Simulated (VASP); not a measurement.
Output of a VASP run:

OUTCAR:
```
 ion  position               nearest neighbor table
   1  0.000  0.000  0.000-   2 2.76   3 2.76   3 2.76   3 2.76   3 2.76   2 2.76   2 2.76   2 2.76
  LATTYP: Found a face centered cubic cell.
 ALAT       =     6.3734144572
 Subroutine PRICEL returns:
 Original cell was already a primitive cell.
 Subroutine GETGRP returns: Found 48 space group operations
The static configuration has the point symmetry O_h .
The dynamic configuration has the point symmetry O_h .
 Subroutine INISYM returns: Found 48 space group operations
 Subroutine IBZKPT returns following result:
 Found     16 irreducible k-points:

 Following reciprocal coordinates:
            Coordinates               Weight
  0.000000  0.000000  0.000000      1.000000
  0.166667  0.000000  0.000000      8.000000
  0.333333  0.000000  0.000000      8.000000
  0.500000  0.000000  0.000000      4.000000
  0.166667  0.166667  0.000000      6.000000
  0.333333  0.166667  0.000000     24.000000
  0.500000  0.166667  0.000000     24.000000
 -0.333333  0.166667  0.000000     24.000000
 -0.166667  0.166667  0.000000     12.000000
  0.333333  0.333333  0.000000      6.000000
  0.500000  0.333333  0.000000     24.000000
 -0.333333  0.333333  0.000000     12.000000
  0.500000  0.500000  0.000000      3.000000
  0.500000  0.333333  0.166667     24.000000
 -0.333333  0.333333  0.166667     24.000000
 -0.333333  0.500000  0.166667     12.000000
   k-points           NKPTS =     16   k-points in BZ     NKDIM =     16   number of bands    NBANDS=     16
   number of dos      NEDOS =    301   number of ions     NIONS =      3
   total plane-waves  NPLWV =  46656
   dimension x,y,z NGX =    36 NGY =   36 NGZ =   36
   dimension x,y,z NGXF=    72 NGYF=   72 NGZF=   72
   ions per type =               1   2
   PREC   = accura    normal or accurate (medium, high low for compatibility)
   ISTART =      0    job   : 0-new  1-cont  2-samecut
   ICHARG =      2    charge: 1-file 2-atom 10-const
   ISPIN  =      1    spin polarized calculation?
   LNONCOLLINEAR =      F non collinear calculations
   LSORBIT =      F    spin-orbit coupling
   INIWAV =      1    electr: 0-lowe 1-rand  2-diag
   ENCUT  =  500.0 eV  36.75 Ry    6.06 a.u.   8.22  8.22  8.22*2*pi/ulx,y,z
   NELM   =    100;   NELMIN=  2; NELMDL= -5     # of ELM steps
   EDIFF  = 0.1E-05   stopping-criterion for ELM
   LREAL  =      F    real-space projection
   NLSPLINE    = F    spline interpolate recip. space projectors
   LMAXMIX     =    4 max onsite mixed and CHGCAR
   VOSKOWN=      0    Vosko Wilk Nusair interpolation
   EDIFFG = -.2E-01   stopping-criterion for IOM
   NSW    =     40    number of steps for IOM
   NBLOCK =      1;   KBLOCK =     40    inner block; outer block
   IBRION =      2    ionic relax: 0-MD 1-quasi-New 2-CG
   NFREE  =      1    steps in history (QN), initial steepest desc. (CG)
   ISIF   =      3    stress and relaxation
   ISYM   =      2    0-nonsym 1-usesym 2-fastsym
   TEIN   =    0.0    initial temperature
   TEBEG  =    0.0;   TEEND  =   0.0 temperature during run
   SMASS  =  -3.00    Nose mass-parameter (am)
   PSTRESS=  200.0 pullay stress
   NELECT =      24.0000    total number of electrons
   EFERMI =   0.00;   METHOD = LEGACY
   ISMEAR =     0;   SIGMA  =   0.05  broadening in eV -4-tet -1-fermi 0-gaus
   IALGO  =     38    algorithm
   LDIAG  =      T    sub-space diagonalisation (order eigenvalues)
   IMIX   =      4    mixing-type and parameters
     AMIX     =   0.40;   BMIX     =  1.00
     AMIX_MAG =   1.60;   BMIX_MAG =  1.00
     AMIN     =   0.10
   GGA     = PE    functional components
   VOSKOWN =     0    Vosko Wilk Nusair interpolation
   LHFCALC =     F    Hartree Fock is set to
   LHFONE  =     F    Hartree Fock one center treatment
   AEXX    =    0.0000 exact exchange contribution
   IVDW    =     0    specifies the selected vdW correction
   LEPSILON=     F    determine dielectric tensor
   LRPA    =     F    only Hartree local field effects (RPA)
  energy-cutoff  :      500.00
...
```

File OSZICAR:
```
       N       E                     dE             d eps       ncg     rms          rms(c)
DAV:   1     0.148053198287E+03    0.14805E+03   -0.12048E+04   512   0.136E+03
DAV:   2    -0.501364405925E+01   -0.15307E+03   -0.15143E+03   704   0.258E+02
DAV:   3    -0.117706437262E+02   -0.67570E+01   -0.67508E+01   720   0.592E+01
DAV:   4    -0.119727791029E+02   -0.20214E+00   -0.20211E+00   856   0.800E+00
DAV:   5    -0.119750557840E+02   -0.22767E-02   -0.22766E-02   768   0.773E-01    0.251E+01
DAV:   6    -0.117124988864E+02    0.26256E+00   -0.53741E-01   664   0.446E+00    0.155E+01
DAV:   7    -0.117081701036E+02    0.43288E-02   -0.44635E-01   640   0.443E+00    0.145E+00
DAV:   8    -0.117033556568E+02    0.48144E-02   -0.68167E-02   624   0.160E+00    0.435E-01
DAV:   9    -0.117046858747E+02   -0.13302E-02   -0.21586E-03   640   0.367E-01    0.193E-01
DAV:  10    -0.117056224707E+02   -0.93660E-03   -0.79847E-04   552   0.190E-01    0.752E-02
DAV:  11    -0.117057074868E+02   -0.85016E-04   -0.82777E-05   696   0.537E-02    0.331E-02
DAV:  12    -0.117057197318E+02   -0.12245E-04   -0.14712E-05   560   0.233E-02    0.298E-03
DAV:  13    -0.117057201704E+02   -0.43859E-06   -0.58743E-07   608   0.539E-03
   1 F= -.36263798E+01 E0= -.36263798E+01  d E =-.362638E+01
```

OUTCAR:
```
------------------------ aborting loop because EDIFF is reached ----------------------------------------
  FORCE on cell =-STRESS in cart. coord.  units (eV):
  Direction    XX          YY          ZZ          XY          YZ          ZX
  --------------------------------------------------------------------------------------
  Total        8.0498526      8.0498526      8.0498526      0.0000000     -0.0000000      0.0000000
  in kB      199.2700440    199.2700440    199.2700440      0.0000000     -0.0000000      0.0000000
  external PRESSURE =      -0.7299560 kB  Pullay stress =     200.0000000 kB
  volume of cell :       64.72
      direct lattice vectors                 reciprocal lattice vectors
     0.000000000  3.186707229  3.186707229    -0.156901769  0.156901769  0.156901769
     3.186707229  0.000000000  3.186707229     0.156901769 -0.156901769  0.156901769
     3.186707229  3.186707229  0.000000000     0.156901769  0.156901769 -0.156901769
 POSITION                                       TOTAL-FORCE (eV/Angst)
 -----------------------------------------------------------------------------------
      0.00000      0.00000      0.00000        -0.000000     -0.000000      0.000000
      1.59335      1.59335      1.59335        -0.000000     -0.000000     -0.000000
      4.78006      4.78006      4.78006         0.000000      0.000000      0.000000
 -----------------------------------------------------------------------------------
    total drift:                                0.000000      0.000000      0.000000
  FREE ENERGIE OF THE ION-ELECTRON SYSTEM (eV)
  ---------------------------------------------------
  free  energy   TOTEN  =       -11.7057201704 eV

  energy  without entropy=      -11.7057201704  energy(sigma->0) =      -11.70572017
  enthalpy is  TOTEN    =        -3.6263797862 eV   P V=        8.0793403842

 reached required accuracy - stopping structural energy minimisation
```
(Selected blocks of OUTCAR.)

File POSCAR:
```
SrCl2
1
    0.0000000000     3.1867072286     3.1867072286
    3.1867072286     0.0000000000     3.1867072286
    3.1867072286     3.1867072286    -0.0000000000
Sr Cl
1 2
Direct
  0.0000000000   0.0000000000   0.0000000000
  0.2500000000   0.2500000000   0.2500000000
  0.7500000000   0.7500000000   0.7500000000
```

Question: Reconstruct the remaining input files.

Answer: One answer among several that fit: the input of the run itself, PBE GGA, plane waves, VASP's PBE PAW potentials (set 64).

INCAR:
```
! general
SYSTEM =SrCl2
PREC   =Accurate
ENCUT  =500   ! plane-wave cut-off (eV)
LREAL  =.False.   ! projection in real space or not
LASPH  =.True.   ! aspherical one-centre terms

! electronic loop
EDIFF  =1E-6   ! SCF stop (eV)
NELM   =100   ! most electronic steps
ALGO   =Normal   ! blocked Davidson
LMAXMIX=4   ! l cut-off of mixed one-centre charges

! smearing
ISMEAR =0
SIGMA  =0.05

! functional
GGA    =PE   ! PBE

! ions
IBRION =2   ! conjugate gradients
NSW    =40   ! most ionic steps
ISIF   =3   ! ions, shape and volume
EDIFFG =-0.02
PSTRESS=200   ! kbar

! output
LWAVE  =.False.
LCHARG =.False.
```

**KPOINTS**
```
Automatic mesh
0
Gamma
6 6 6
0 0 0
```

POTCAR, in this order: Sr_sv Cl (PBE.64 set). Program: vasp_std.

The compound is SrCl2 in the fluorite structure. It was relaxed first under an external pressure of 20 GPa.
